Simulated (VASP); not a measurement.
A convergence study with VASP on Co (hcp): one setting is varied, all else stays as given below, so the limit is that of these other settings. Each run relaxes cell and ions; the cell shown is the tightest run's result. The basis is that of the starting cell, so low cut-offs carry a Pulay error.

```
CELL_PARAMETERS angstrom
      1.24483    -2.15611     0.00000
      1.24483     2.15611     0.00000
      0.00000     0.00000     4.02116
ATOMIC_POSITIONS crystal
  Co 0.33333 0.66667 0.25000
  Co 0.66667 0.33333 0.75000
```
Starting moments (μB, in the order of the record's atoms Co Co): 1.8 1.8.

Computed with PBE GGA, VASP's PBE PAW potentials (set 64) (plane waves; VASP). The tightest run used: 700 eV cut-off, 14×14×7 Γ-centred mesh, first-order Methfessel-Paxton smearing of 0.10 eV, potentials Co.

The reference is ENCUT = 700, which took about 10 core-minutes. The timings are rough (shared machines, no repeats); factors under 2 mean little.

Of the settings ENCUT = 200; ENCUT = 250; ENCUT = 300; ENCUT = 350; ENCUT = 400; ENCUT = 450; ENCUT = 500; ENCUT = 550; ENCUT = 600; ENCUT = 650; ENCUT = 700, which is the lowest that keeps the difference from the reference in relaxed volume (Å³/atom) within 0.02 from there on, and what does it cost?

ENCUT = 450; its cost over the reference is within a factor of 2.
```
setting      difference in relaxed volume (Å³/atom)  cost over the reference
-----------  --------------------------------------  -----------------------
ENCUT = 200                                   1.692                about 1/4
ENCUT = 250                                   0.361                about 1/4
ENCUT = 300                                   0.012                about 1/4
ENCUT = 350                                   0.026                about 1/3
ENCUT = 400                                   0.025                about 1/2
ENCUT = 450                                   0.004     within a factor of 2
ENCUT = 500                                   0.002     within a factor of 2
ENCUT = 550                                   0.001                about 1/2
ENCUT = 600                                   0.003     within a factor of 2
ENCUT = 650                                   0.002     within a factor of 2
ENCUT = 700                                   0.000                reference
```

Left out are rungs that failed or repeat a setting and relaxations that didn't move; long series are thinned to 24 rows.

The compound is Co in the hcp structure.
